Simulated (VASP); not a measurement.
# AlN: GW quasiparticle gap

Wanted: how far GW moves the Kohn-Sham levels of AlN. The cell is of the zinc-blende type, one of the forms listed for this formula. The start is a computed cell from the Materials Project.

Method: PBE; plane waves and PAW (Al_GW, N_GW), in the first sound run; inputs show where later runs differ, in VASP 6.6.1.

## Step 1: Set-up

Symmetry: F-43m, No. 216, cubic system. Conventional cell: a = 4.368 Å, b = 4.368 Å, c = 4.368 Å, α = 90.00°, β = 90.00°, γ = 90.00°. Nearest to Al lie 4 N at 1.89 Å. Nearest to N lie 4 Al at 1.89 Å. Farther neighbours and most contacts between anions are not listed.

Coordinates:

```cif
data_structure
_symmetry_space_group_name_H-M 'F-43m'
_symmetry_Int_Tables_number 216
_cell_length_a 4.3680
_cell_length_b 4.3680
_cell_length_c 4.3680
_cell_angle_alpha 90.000
_cell_angle_beta 90.000
_cell_angle_gamma 90.000
_cell_volume 83.34
loop_
_atom_site_label
_atom_site_type_symbol
_atom_site_symmetry_multiplicity
_atom_site_Wyckoff_symbol
_atom_site_fract_x
_atom_site_fract_y
_atom_site_fract_z
_atom_site_occupancy
Al1 Al 4 a 0.00000 0.00000 0.00000 1
N1 N 4 c 0.25000 0.25000 0.25000 1
```

## Step 2: Ground state

The orbitals come from a self-consistent PBE run with a tight EDIFF and a narrow smearing. KPOINTS_OPT adds the bands along a path, which shows whether the mesh holds the band edges.

File INCAR:

```
SYSTEM = AlN
PREC = Accurate
ENCUT = 450
EDIFF = 1E-08
NELM = 100
ISMEAR = 0
SIGMA = 0.01
LREAL = .FALSE.
ALGO = Normal
GGA = PE
NBANDS = 10
LORBIT = 11
LWAVE = .TRUE.
LCHARG = .FALSE.
KPAR = 8
```

File POSCAR:

```
AlN
1.0
    0.0000000000      2.1839935596      2.1839935596
    2.1839935596      0.0000000000      2.1839935596
    2.1839935596      2.1839935596      0.0000000000
Al N
1 1
Direct
    0.0000000000      0.0000000000      0.0000000000
    0.7500000000      0.7500000000      0.7500000000
```

File KPOINTS:

```
Automatic mesh
0
Gamma
6 6 6
0 0 0
```

File KPOINTS_OPT:

```
Line mode
12
Line-mode
Reciprocal
  0.00000000   0.00000000   0.00000000 GAMMA
  0.50000000   0.00000000   0.50000000 X

  0.50000000   0.00000000   0.50000000 X
  0.50000000   0.25000000   0.75000000 W

  0.50000000   0.25000000   0.75000000 W
  0.37500000   0.37500000   0.75000000 K

  0.37500000   0.37500000   0.75000000 K
  0.00000000   0.00000000   0.00000000 GAMMA

  0.00000000   0.00000000   0.00000000 GAMMA
  0.50000000   0.50000000   0.50000000 L

  0.50000000   0.50000000   0.50000000 L
  0.62500000   0.25000000   0.62500000 U

  0.62500000   0.25000000   0.62500000 U
  0.50000000   0.25000000   0.75000000 W

  0.50000000   0.25000000   0.75000000 W
  0.50000000   0.50000000   0.50000000 L

  0.50000000   0.50000000   0.50000000 L
  0.37500000   0.37500000   0.75000000 K

  0.62500000   0.25000000   0.62500000 U
  0.50000000   0.00000000   0.50000000 X
```

Potentials, in the order of the species: Al_GW and N_GW (PBE family, release 64).

The run is started by

```sh
$ mpirun -np 8 vasp_std
```

The log of the run:

```text
[banner, memory and clock lines left out]
running    8 mpi-ranks, on    1 nodes
 distrk:  each k-point on    1 cores,    8 groups
 distr:  one band on    1 cores,    1 groups

 POSCAR found type information on POSCAR AlN
 POSCAR found :  2 types and       2 ions
|                                                                             |
|           W    W    AA    RRRRR   N    N  II  N    N   GGGG   !!!           |
|           W    W   A  A   R    R  NN   N  II  NN   N  G    G  !!!           |
|           W    W  A    A  R    R  N N  N  II  N N  N  G       !!!           |
|           W WW W  AAAAAA  RRRRR   N  N N  II  N  N N  G  GGG   !            |
|           WW  WW  A    A  R   R   N   NN  II  N   NN  G    G                |
|           W    W  A    A  R    R  N    N  II  N    N   GGGG   !!!           |
|                                                                             |
|     For optimal performance we recommend to set                             |
|       NCORE = 2 up to number-of-cores-per-socket                            |
|     NCORE specifies how many cores store one orbital (NPAR=cpu/NCORE).      |
|     This setting can greatly improve the performance of VASP for DFT.       |
|     The default, NCORE=1 might be grossly inefficient on modern             |
|     multi-core architectures or massively parallel machines. Do your        |
|     Unfortunately you need to use the default for GW and RPA                |
|     calculations (for HF NCORE is supported but not extensively tested      |
|     yet).                                                                   |
|                                                                             |

 LDA part: xc-table for (Slater+PW92), standard interpolation
 POSCAR, INCAR and KPOINTS ok, starting setup
 FFT: planning ... GRIDC
 FFT: planning ... GRID_SOFT
 FFT: planning ... GRID
 WAVECAR not read
 entering main loop
       N       E                     dE             d eps       ncg     rms          rms(c)
DAV:   1     0.158419341923E+02    0.15842E+02   -0.44004E+03   320   0.666E+02
DAV:   2    -0.160992802395E+02   -0.31941E+02   -0.30404E+02   378   0.172E+02
DAV:   3    -0.172164421988E+02   -0.11172E+01   -0.11146E+01   422   0.281E+01
DAV:   4    -0.172229010082E+02   -0.64588E-02   -0.64581E-02   402   0.252E+00
DAV:   5    -0.172229882145E+02   -0.87206E-04   -0.87200E-04   420   0.257E-01    0.855E+00
DAV:   6    -0.148864202546E+02    0.23366E+01   -0.12207E+01   438   0.249E+01    0.220E+00
DAV:   7    -0.148678612499E+02    0.18559E-01   -0.84969E-02   364   0.261E+00    0.141E+00
DAV:   8    -0.148612620431E+02    0.65992E-02   -0.26388E-02   356   0.278E+00    0.188E-01
DAV:   9    -0.148609971468E+02    0.26490E-03   -0.16892E-03   480   0.363E-01    0.648E-02
DAV:  10    -0.148611263770E+02   -0.12923E-03   -0.14532E-04   348   0.904E-02    0.146E-02
DAV:  11    -0.148611249242E+02    0.14528E-05   -0.50905E-06   416   0.234E-02    0.304E-03
DAV:  12    -0.148611251094E+02   -0.18519E-06   -0.39303E-07   362   0.524E-03    0.361E-04
DAV:  13    -0.148611251082E+02    0.11528E-08   -0.21935E-08   344   0.101E-03
   1 F= -.14861125E+02 E0= -.14861125E+02  d E =-.121795E-18
 Start KPOINTS_OPT (optional k-point list driver)
k-point batch [1-16\120]
       N       E                     dE             ncg
DAV:   1     0.514759343985E+03   -0.29503E+04      336
DAV:   2     0.405942135398E+02   -0.47417E+03      446
DAV:   3     0.280225447470E+02   -0.12572E+02      394
DAV:   4     0.279413679106E+02   -0.81177E-01      430
DAV:   5     0.279404448452E+02   -0.92307E-03      414
DAV:   6     0.279404335501E+02   -0.11295E-04      436
DAV:   7     0.279404332988E+02   -0.25126E-06      418
DAV:   8     0.279404332911E+02   -0.77087E-08      378
[...]
k-point batch [113-120\120]
       N       E                     dE             ncg
DAV:   1     0.292834431992E+04   -0.29022E+04      168
DAV:   2     0.275070027312E+04   -0.17764E+03      220
DAV:   3     0.274588629667E+04   -0.48140E+01      192
DAV:   4     0.274585553317E+04   -0.30764E-01      236
DAV:   5     0.274585535815E+04   -0.17501E-03      200
DAV:   6     0.274585535491E+04   -0.32481E-05      228
DAV:   7     0.274585535482E+04   -0.83941E-07      200
DAV:   8     0.274585535482E+04   -0.25411E-08      212
 writing wavefunctions
```

Wall time 2 s (8 MPI ranks of Intel Xeon 6975P-C (Granite Rapids), shared host); peak memory 1.1 GiB.

The logs omit lines about the potential files and the build; timing stands in the text.

From OUTCAR (step 2):

```text
ion  position               nearest neighbor table
   1  0.000  0.000  0.000-   2 1.89   2 1.89   2 1.89   2 1.89
   2  0.750  0.750  0.750-   1 1.89   1 1.89   1 1.89   1 1.89

  LATTYP: Found a face centered cubic cell.
 ALAT       =     4.3679871192

 Subroutine GETGRP returns: Found 24 space group operations
 (whereof 24 operations were pure point group operations)

The static configuration has the point symmetry T_d .

 Found     16 irreducible k-points:

   k-points           NKPTS =     16   k-points in BZ     NKDIM =     16   number of bands    NBANDS=     10

   dimension x,y,z NGX =    24 NGY =   24 NGZ =   24
   dimension x,y,z NGXF=    48 NGYF=   48 NGZF=   48

   ENCUT  =  450.0 eV  33.07 Ry    5.75 a.u.   5.34  5.34  5.34*2*pi/ulx,y,z

   NELECT =       8.0000    total number of electrons

 k-points in reciprocal lattice and weights: Automatic mesh
   0.00000000  0.00000000  0.00000000       0.005
   0.16666667  0.00000000  0.00000000       0.037
   0.33333333  0.00000000  0.00000000       0.037
   0.50000000  0.00000000  0.00000000       0.019
   0.16666667  0.16666667  0.00000000       0.028
   0.33333333  0.16666667  0.00000000       0.111
   0.50000000  0.16666667  0.00000000       0.111
  -0.33333333  0.16666667  0.00000000       0.111
  -0.16666667  0.16666667  0.00000000       0.056
[...]
-0.33333333  0.33333333  0.16666667       0.111
  -0.33333333  0.50000000  0.16666667       0.056

 average (electrostatic) potential at core
       1 -49.9845       2 -60.0239

 E-fermi :   5.0109

 k-point     1 :       0.0000    0.0000    0.0000
  band No.  band energies     occupation
      1     -10.0369      2.00000
      2       4.9525      2.00000
      3       4.9525      2.00000
      4       4.9525      2.00000
      5       9.1393      0.00000
      6      17.5014      0.00000
      7      17.5014      0.00000
      8      17.5014      0.00000
      9      22.6311      0.00000
    ...

 k-point     2 :       0.1667    0.0000    0.0000
  band No.  band energies     occupation
      1      -9.6398      2.00000
      2       3.0964      2.00000
      3       4.8201      2.00000
      4       4.8201      2.00000
      5      10.5619      0.00000
      6      16.5923      0.00000
      7      17.6686      0.00000
      8      17.6686      0.00000
      9      20.8298      0.00000
    ...

 k-point     3 :       0.3333    0.0000    0.0000
  band No.  band energies     occupation
      1      -8.6541      2.00000
      2       0.3998      2.00000
      3       4.5800      2.00000
      4       4.5800      2.00000
      5      11.9551      0.00000
      6      15.3477      0.00000
      7      16.6777      0.00000
      8      16.6777      0.00000
      9      22.2847      0.00000
    ...

  Total        0.3169270      0.3169270      0.3169270      0.0000000      0.0000000     -0.0000000
  in kB       24.3716936     24.3716936     24.3716936      0.0000000      0.0000000     -0.0000000
  external PRESSURE =      24.3716936 kB  Pullay stress =       0.0000000 kB

  energy-cutoff  :      450.00
  volume of cell :       20.83
      direct lattice vectors                 reciprocal lattice vectors
     0.000000000  2.183993560  2.183993560    -0.228938404  0.228938404  0.228938404
     2.183993560  0.000000000  2.183993560     0.228938404 -0.228938404  0.228938404
     2.183993560  2.183993560  0.000000000     0.228938404  0.228938404 -0.228938404

 POSITION                                       TOTAL-FORCE (eV/Angst)
 -----------------------------------------------------------------------------------
      0.00000      0.00000      0.00000        -0.000000     -0.000000     -0.000000
      3.27599      3.27599      3.27599         0.000000      0.000000      0.000000
 -----------------------------------------------------------------------------------
    total drift:                                0.000000      0.000000      0.000000

  FREE ENERGIE OF THE ION-ELECTRON SYSTEM (eV)
  ---------------------------------------------------
  free  energy   TOTEN  =       -14.8611251082 eV

  energy  without entropy=      -14.8611251082  energy(sigma->0) =      -14.86112511

 total charge
# of ion       s       p       d       tot
------------------------------------------
    1        0.437   0.559   0.216   1.213
    2        1.193   2.570   0.000   3.763
--------------------------------------------------
tot          1.630   3.129   0.216   4.976

[... 3 further parts left out ...]
```

Numbers from this step:

- free energy (TOTEN): -14.86 eV
- Fermi energy: 5.011 eV
- pressure: 2.437 GPa
- least gap on mesh and path: 3.314 eV
- least direct gap on mesh and path: 4.187 eV

The highest empty bands on the path are converged less tightly, to about 0.1 eV. The electronic bands at the labelled points (eV, zero at the valence-band top; v1 is the highest filled band, c1 the lowest empty one):

| point | v3 | v2 | v1 | c1 | c2 |
| --- | --- | --- | --- | --- | --- |
| Γ | 0.00 | 0.00 | 0.00 | 4.19 | 12.55 |
| 0.45 of the way | -2.58 | -0.85 | -0.85 | 6.10 | 10.50 |
| X | -4.91 | -1.78 | -1.78 | 3.31 | 8.61 |
| 0.45 of the way | -4.63 | -2.31 | -2.23 | 4.38 | 9.49 |
| W | -3.78 | -3.44 | -2.70 | 6.04 | 11.42 |
| 0.45 of the way | -4.08 | -3.50 | -2.07 | 5.70 | 10.58 |
| K | -4.26 | -3.64 | -1.37 | 5.16 | 10.10 |
| 0.45 of the way | -3.83 | -1.76 | -0.28 | 7.63 | 9.84 |
| Γ | 0.00 | 0.00 | 0.00 | 4.19 | 12.55 |
| 0.55 of the way | -3.64 | -0.29 | -0.29 | 6.63 | 10.79 |
| L | -5.86 | -0.48 | -0.48 | 7.37 | 9.86 |
| 0.45 of the way | -5.41 | -1.77 | -0.78 | 7.41 | 8.95 |
| U | -4.26 | -3.64 | -1.37 | 5.16 | 10.10 |
| 0.45 of the way | -4.13 | -3.54 | -1.89 | 5.57 | 10.43 |
| W | -3.78 | -3.44 | -2.70 | 6.04 | 11.42 |
| 0.55 of the way | -5.27 | -2.01 | -1.00 | 7.31 | 9.03 |
| L | -5.86 | -0.48 | -0.48 | 7.37 | 9.86 |
| 0.55 of the way | -5.22 | -2.20 | -0.89 | 6.95 | 9.34 |
| K | -4.26 | -3.64 | -1.37 | 5.16 | 10.10 |
| jump to U | -4.26 | -3.64 | -1.37 | 5.16 | 10.10 |
| 0.55 of the way | -4.77 | -2.37 | -1.69 | 3.85 | 9.06 |
| X | -4.91 | -1.78 | -1.78 | 3.31 | 8.61 |

Of the projections kept (Al, N), the largest for each band there; the rest of the weight can lie on other orbitals:

| point | v3 | v2 | v1 | c1 | c2 |
| --- | --- | --- | --- | --- | --- |
| Γ | N 0.85 | N 0.85 | N 0.85 | N 0.71 | Al 1.00 |
| X | N 0.58 | N 0.75 | N 0.75 | Al 0.82 | Al 1.00 |
| W | N 0.57 | N 0.72 | N 0.68 | N 0.61 | N 0.65 |
| K | N 0.58 | N 0.66 | N 0.77 | Al 0.64 | Al 0.57 |
| Γ | N 0.85 | N 0.85 | N 0.85 | N 0.71 | Al 1.00 |
| L | N 0.55 | N 0.82 | N 0.82 | Al 0.65 | N 0.82 |

The electronic bands as a text plot (rows in eV, shown from -5.9 to 8.6 only):

```
    8.3 |
    7.7 |                  +++            +++         ++ ++
    7.1 |                     +        +++           +  +  +
    6.5 |                 +           +      +      +
    5.9 |   ++       +++       +     +        +  +++        +
    5.3 |  +  +     +   ++      +   +          ++            +
    4.7 |++                      + +                          +
    4.1 |      ++  +              +                            +
    3.5 |        ++                                             +
    2.9 |
    2.3 |
    1.7 |
    1.1 |
    0.5 |
   -0.1 |***                 ***********
   -0.7 | * *             ***  **  *    ******       *******
   -1.3 |  * ***        **    *     *         **    * *   * ***
   -1.9 |   *   ****   *     * *     *      *   *  * *     *   **
   -2.6 |           ***    **                *   ** *          *
   -3.2 |    *       **   *   *               *  ***        * *
   -3.8 |     *      *****   *        *        ****          *
   -4.4 |      **   *  ******          *      ***  *         **
   -5.0 |        ***                         *      *      **  **
   -5.6 |                               *****        ******
         Γ       X    W  K        Γ      L     U  W     L   K|U X
```

The cell has a gap of 3.31 eV on mesh and path and a pressure of +2.4 GPa, which holds the misfit of the given cell and coordinates with this functional, and any error of cutoff, mesh and data sets.

## Step 3: Empty bands

ALGO = Exact makes the empty bands from the converged ground state in one step. LOPTICS writes the k-derivatives of the orbitals (WAVEDER), which give the long-wavelength limit of the screening.

File INCAR:

```
SYSTEM = AlN
PREC = Accurate
ENCUT = 450
ISMEAR = 0
SIGMA = 0.01
LREAL = .FALSE.
GGA = PE
NBANDS = 48
ALGO = Exact
NELM = 1
LWAVE = .TRUE.
LCHARG = .FALSE.
LOPTICS = .TRUE.
NEDOS = 1000
CSHIFT = 0.1
```

POSCAR is that of step 2.

KPOINTS is that of step 2.

The run is started by

```sh
$ mpirun -np 8 vasp_std
```

The log of the run:

```text
[banner, memory and clock lines left out]
running    8 mpi-ranks, on    1 nodes
 distrk:  each k-point on    8 cores,    1 groups
 distr:  one band on    1 cores,    8 groups

 POSCAR found type information on POSCAR AlN
 POSCAR found :  2 types and       2 ions
 [... a notice as in an earlier step ...]

 LDA part: xc-table for (Slater+PW92), standard interpolation
 found WAVECAR, reading the header
  number of bands has changed, file:    10 present:    48
  trying to continue reading WAVECAR, but it might fail
 POSCAR, INCAR and KPOINTS ok, starting setup
 FFT: planning ... GRIDC
 FFT: planning ... GRID_SOFT
 FFT: planning ... GRID
 reading WAVECAR
 random initialization beyond band           10
 the WAVECAR file was read successfully
 initial charge from wavefunction
 entering main loop
       N       E                     dE             d eps       ncg     rms          rms(c)
DIA:   1    -0.148611251128E+02   -0.14861E+02    0.00000E+00     0   0.000E+00
   1 F= -.14861125E+02 E0= -.14861125E+02  d E =-.714077E-69
 writing wavefunctions
 optical routines
 imaginary and real dielectric function
 recalculating local potential from charge density
 direction            1
 direction            2
 direction            3
```

It took 1.6 s on 8 MPI ranks; peak memory 0.87 GiB.

From OUTCAR (step 3):

```text
The static configuration has the point symmetry T_d .

 Found     16 irreducible k-points:

   k-points           NKPTS =     16   k-points in BZ     NKDIM =     16   number of bands    NBANDS=     48

   NELECT =       8.0000    total number of electrons

 E-fermi :   5.0749

 k-point     2 :       0.1667    0.0000    0.0000
  band No.  band energies     occupation
      1      -9.6397      2.00000
      2       3.0965      2.00000
      3       4.8201      2.00000
      4       4.8201      2.00000
      5      10.5619      0.00000
      6      16.5923      0.00000
      7      17.6686      0.00000
      8      17.6686      0.00000
      9      20.8298      0.00000
    ...

 k-point     3 :       0.3333    0.0000    0.0000
  band No.  band energies     occupation
      1      -8.6540      2.00000
      2       0.3998      2.00000
      3       4.5801      2.00000
      4       4.5801      2.00000
      5      11.9551      0.00000
      6      15.3477      0.00000
      7      16.6777      0.00000
      8      16.6777      0.00000
      9      22.2806      0.00000
    ...

  Total        0.3167673      0.3167673      0.3167673     -0.0000000     -0.0000000     -0.0000000
  in kB       24.3594125     24.3594125     24.3594125     -0.0000000     -0.0000000     -0.0000000
  external PRESSURE =      24.3594125 kB  Pullay stress =       0.0000000 kB

 POSITION                                       TOTAL-FORCE (eV/Angst)
 -----------------------------------------------------------------------------------
      0.00000      0.00000      0.00000         0.000000      0.000000      0.000000
      3.27599      3.27599      3.27599        -0.000000     -0.000000     -0.000000
 -----------------------------------------------------------------------------------
    total drift:                                0.000000      0.000000      0.000000

  FREE ENERGIE OF THE ION-ELECTRON SYSTEM (eV)
  ---------------------------------------------------
  free  energy   TOTEN  =       -14.8611251128 eV

  energy  without entropy=      -14.8611251128  energy(sigma->0) =      -14.86112511

 plasma frequency squared (from intraband transitions) (eV^2)
  --------------------------------------------------------------------------------------
       0.000      -0.000      -0.000
      -0.000       0.000       0.000
       0.000       0.000       0.000

[... 11 parts as in an earlier step ...]

[... 1 further part left out ...]
```

The gap is read on the k-mesh alone, so it is an upper bound where the band edges lie off the mesh.

A gap read on the k-mesh alone can miss the band edges.

This step gave:

- gap on the k-mesh: 3.315 eV
- least direct gap on the k-mesh: 4.187 eV

WAVECAR now holds 48 bands for 8 electrons. Its independent-particle dielectric tensor has xx, yy, zz = 4.8, 4.8, 4.8 on this mesh, which isn't tested for convergence in mesh or bands and lacks local fields.

[end of part 1 of 3]

[Lines on the potential files, build, host, timing and source positions are cut from VASP's logs without a mark.]

[Logs are printed without paths, hosts, clocks, repeated set-up lines and the standing remarks that a program may print on its own settings, such as how far it seeks lower states.]

[Hosts, paths, dates, database ids (printed as entryN), source tags and the programs' standing remarks are cut or masked in the printed files.]

[Pressures printed for these runs are not shown converged in the cutoff: they can be off by several GPa and have the wrong sign.]
